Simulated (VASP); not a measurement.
Method: LDA (Ceperley-Alder, Perdew-Zunger), VASP's LDA PAW potentials (set 64) (plane waves; VASP).

The input files of a VASP run:

**KPOINTS**
```
Automatic mesh
0
Gamma
7 7 11
0 0 0
```

**POSCAR**
```
MnO2
1.0
  4.2786122484   0.0000000000   0.0000000000
  0.0000000000   4.2786122484   0.0000000000
  0.0000000000   0.0000000000   2.7552103238
Mn O
2 4
Cart
  0.0000000000   0.0000000000   0.0000000000
  2.1393061242   2.1393061242   1.3776051619
  1.2872005245   1.2872005245   0.0000000000
  3.4265066487   0.8521055997   1.3776051619
  0.8521055997   3.4265066487   1.3776051619
  2.9914117239   2.9914117239   0.0000000000
```

INCAR:
```
! general
SYSTEM =MnO2
PREC   =Accurate
ENCUT  =620
LREAL  =.FALSE.
LASPH  =.TRUE.

! electronic loop
EDIFF  =1E-6
NELM   =100
ALGO   =Normal
LMAXMIX=4

! smearing
ISMEAR =1
SIGMA  =0.1

! spin
ISPIN  =2
MAGMOM =2.1 -2.1 -0.0 0.0 0.0 -0.0

! ions
IBRION =2
NSW    =40
ISIF   =3
EDIFFG =-0.02
PSTRESS=100

! output
LWAVE  =.FALSE.
LCHARG =.FALSE.
LORBIT =10
```

POTCAR, in this order: Mn_pv O (LDA.64 set). Program: vasp_std.

The resulting files:

### OUTCAR
```
 ion  position               nearest neighbor table
   1  0.000  0.000  0.000-   3 1.82   6 1.82   5 1.83   4 1.83   4 1.83   5 1.83
   2  0.500  0.500  0.500-   4 1.82   5 1.82   3 1.83   6 1.83   3 1.83   6 1.83
   3  0.301  0.301  0.000-   1 1.82   2 1.83   2 1.83
   4  0.801  0.199  0.500-   2 1.82   1 1.83   1 1.83
   5  0.199  0.801  0.500-   2 1.82   1 1.83   1 1.83
   6  0.699  0.699  0.000-   1 1.82   2 1.83   2 1.83
  LATTYP: Found a simple tetragonal cell.
 ALAT       =     4.2786122484
 C/A-ratio  =     0.6439495247
 Subroutine PRICEL returns:
 Original cell was already a primitive cell.
 Subroutine GETGRP returns: Found 16 space group operations
The static configuration has the point symmetry D_2h.
 The point group associated with its full space group is D_4h.
The dynamic configuration has the point symmetry D_2h.
The overall configuration has the point symmetry D_2h.
 Subroutine INISYM returns: Found 16 space group operations
 Subroutine IBZKPT returns following result:
 Found     60 irreducible k-points:

 Following reciprocal coordinates:
            Coordinates               Weight
  0.000000  0.000000  0.000000      1.000000
  0.142857  0.000000  0.000000      4.000000
  0.285714  0.000000  0.000000      4.000000
  0.428571  0.000000  0.000000      4.000000
  0.142857  0.142857  0.000000      4.000000
  0.285714  0.142857  0.000000      8.000000
  0.428571  0.142857  0.000000      8.000000
  0.285714  0.285714  0.000000      4.000000
  0.428571  0.285714  0.000000      8.000000
  0.428571  0.428571  0.000000      4.000000
  0.000000  0.000000  0.090909      2.000000
  0.142857  0.000000  0.090909      8.000000
  0.285714  0.000000  0.090909      8.000000
  0.428571  0.000000  0.090909      8.000000
  0.142857  0.142857  0.090909      8.000000
  0.285714  0.142857  0.090909     16.000000
  0.428571  0.142857  0.090909     16.000000
...
```

**OSZICAR**
```
       N       E                     dE             d eps       ncg     rms          rms(c)
DAV:   1     0.697092399970E+03    0.69709E+03   -0.31589E+04  7304   0.233E+03
DAV:   2     0.199690756630E+02   -0.67712E+03   -0.63875E+03  7720   0.623E+02
DAV:   3    -0.652491697272E+02   -0.85218E+02   -0.82523E+02  8806   0.207E+02
DAV:   4    -0.683728726085E+02   -0.31237E+01   -0.29663E+01  8552   0.356E+01
DAV:   5    -0.684336449108E+02   -0.60772E-01   -0.60116E-01  7388   0.549E+00    0.515E+01
DAV:   6    -0.641758373194E+02    0.42578E+01   -0.15318E+02  8600   0.124E+02    0.479E+01
DAV:   7    -0.556713842602E+02    0.85045E+01   -0.10299E+02  9002   0.127E+02    0.224E+01
DAV:   8    -0.534779321420E+02    0.21935E+01   -0.87923E+00  7630   0.309E+01    0.726E+00
DAV:   9    -0.532207067668E+02    0.25723E+00   -0.13596E+00  9428   0.112E+01    0.221E+00
DAV:  10    -0.532243999485E+02   -0.36932E-02   -0.11824E-01  7458   0.278E+00    0.131E+00
DAV:  11    -0.532199830282E+02    0.44169E-02   -0.18037E-02  8718   0.190E+00    0.669E-01
DAV:  12    -0.532185395232E+02    0.14435E-02   -0.10775E-02  8800   0.156E+00    0.276E-01
DAV:  13    -0.532186205218E+02   -0.80999E-04   -0.91041E-04  7476   0.244E-01    0.643E-02
DAV:  14    -0.532186079549E+02    0.12567E-04   -0.95424E-05  8782   0.672E-02    0.374E-02
DAV:  15    -0.532186037309E+02    0.42241E-05   -0.23419E-05  8706   0.669E-02    0.131E-02
DAV:  16    -0.532186044016E+02   -0.67068E-06   -0.38030E-06  7186   0.214E-02
   1 F= -.50070493E+02 E0= -.50070671E+02  d E =-.500705E+02  mag=    -0.0000
```

**OUTCAR**
```
------------------------ aborting loop because EDIFF is reached ----------------------------------------
  FORCE on cell =-STRESS in cart. coord.  units (eV):
  Direction    XX          YY          ZZ          XY          YZ          ZX
  --------------------------------------------------------------------------------------
  Total        3.1735800      3.1735800      3.1468645     -0.0000000      0.0000000      0.0000000
  in kB      100.8090253    100.8090253     99.9604051     -0.0000000      0.0000000      0.0000000
  external PRESSURE =       0.5261519 kB  Pullay stress =     100.0000000 kB
  volume of cell :       50.44
      direct lattice vectors                 reciprocal lattice vectors
     4.278612248  0.000000000  0.000000000     0.233720642  0.000000000  0.000000000
     0.000000000  4.278612248  0.000000000     0.000000000  0.233720642  0.000000000
     0.000000000  0.000000000  2.755210324     0.000000000  0.000000000  0.362948698
 POSITION                                       TOTAL-FORCE (eV/Angst)
 -----------------------------------------------------------------------------------
      0.00000      0.00000      0.00000         0.000000     -0.000000      0.000000
      2.13931      2.13931      1.37761         0.000000     -0.000000      0.000000
      1.28720      1.28720      0.00000        -0.003249     -0.003249      0.000000
      3.42651      0.85211      1.37761        -0.003249      0.003249     -0.000000
      0.85211      3.42651      1.37761         0.003249     -0.003249      0.000000
      2.99141      2.99141      0.00000         0.003249      0.003249     -0.000000
 -----------------------------------------------------------------------------------
    total drift:                                0.000000      0.000000      0.000000
  FREE ENERGIE OF THE ION-ELECTRON SYSTEM (eV)
  ---------------------------------------------------
  free  energy   TOTEN  =       -53.2186044016 eV

  energy  without entropy=      -53.2191380041  energy(sigma->0) =      -53.21878227
  enthalpy is  TOTEN    =       -50.0704934159 eV   P V=        3.1481109856

 total charge

# of ion       s       p       d       tot
------------------------------------------
    1        0.399   6.565   5.099  12.063
    2        0.399   6.565   5.099  12.063
    3        1.559   3.481   0.000   5.039
    4        1.559   3.481   0.000   5.039
    5        1.559   3.481   0.000   5.039
    6        1.559   3.481   0.000   5.039
--------------------------------------------------
tot          7.033  27.052  10.199  44.283

 magnetization (x)

# of ion       s       p       d       tot
------------------------------------------
    1        0.009   0.013   2.020   2.043
    2       -0.009  -0.013  -2.020  -2.043
    3       -0.000  -0.035   0.000  -0.035
    4        0.000   0.035   0.000   0.035
    5        0.000   0.035   0.000   0.035
    6       -0.000  -0.035   0.000  -0.035
--------------------------------------------------
tot          0.000   0.000   0.000   0.000

 reached required accuracy - stopping structural energy minimisation
```
(Selected blocks of OUTCAR.)

**OUTCAR**
```
 val. band max:        6.4399740287   @ k =   0.4286   0.1429   0.0000

 cond. band min:       6.4521217420   @ k =   0.4286   0.2857   0.1818


 Fermi energy:         6.4487669740

 spin component 1

 k-point     1 :       0.0000    0.0000    0.0000
  band No.  band energies     occupation
      1     -43.3323      1.00000
      2     -43.3007      1.00000
      3     -43.2708      1.00000
      4     -41.2691      1.00000
      5     -41.2232      1.00000
      6     -41.1561      1.00000
      7     -14.1446      1.00000
      8     -11.8952      1.00000
      9     -11.4893      1.00000
     10     -11.4109      1.00000
     11      -2.1861      1.00000
     12      -1.3427      1.00000
     13      -0.9988      1.00000
     14       0.2351      1.00000
     15       0.6728      1.00000
     16       1.7984      1.00000
     17       1.8467      1.00000
     18       2.6129      1.00000
     19       4.3790      1.00000
     20       4.5958      1.00000
     21       4.6163      1.00000
     22       4.9785      1.00000
     23       4.9786      1.00000
     24       4.9953      1.00000
     25       5.8001      1.00000
     26       5.8622      1.00000
     27       6.3383      1.03287
     28       7.8008     -0.00000
     29       8.2705     -0.00000
     30       9.9370      0.00000

 k-point     2 :       0.1429    0.0000    0.0000
  band No.  band energies     occupation
      1     -43.3323      1.00000
      2     -43.3007      1.00000
      3     -43.2708      1.00000
      4     -41.2693      1.00000
      5     -41.2234      1.00000
      6     -41.1561      1.00000
      7     -14.0493      1.00000
      8     -11.9912      1.00000
      9     -11.5240      1.00000
     10     -11.4427      1.00000
     11      -2.0115      1.00000
     12      -1.2641      1.00000
     13      -0.8279      1.00000
     14       0.2435      1.00000
     15       0.6963      1.00000
     16       1.6148      1.00000
...
```

The compound is MnO2 in the rutile structure. It was relaxed first under an external pressure of 10 GPa.
